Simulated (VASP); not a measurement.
A cell of Os (hcp) near equilibrium:

```
Os
1.0
    1.37066    -2.37405     0.00000
    1.37066     2.37405     0.00000
    0.00000     0.00000     4.31688
Os
2
Direct
  0.33333   0.66667   0.25000
  0.66667   0.33333   0.75000
```

Calculation: r2SCAN meta-GGA, VASP's PBE PAW potentials (set 64) (plane waves; VASP).

```json
[
 {"run": "as it is", "ΔE (meV/atom)": "0.0", "σxx": "0.02", "σyy": "0.02", "σzz": "0.06", "largest shear component, with its sign (GPa)": "0.00", "largest force (eV/Å)": "0.000"},
 {"run": "after one change", "ΔE (meV/atom)": "23.6", "σxx": "0.63", "σyy": "0.63", "σzz": "3.07", "largest shear component, with its sign (GPa)": "0.00", "largest force (eV/Å)": "1.287"}
]
```
Stress is in GPa, positive when the cell is compressed.

**Question.** Which change was made?
(A) isotropic strain of +1.0 %
(B) atom 2 (Os) moved by -0.150 Å along x
(C) atom 2 (Os) moved by 0.075 Å along z
(D) uniaxial strain of -1.5 % along x

**Answer.** C, atom 2 (Os) moved by 0.075 Å along z

The compound is Os in the hcp structure.
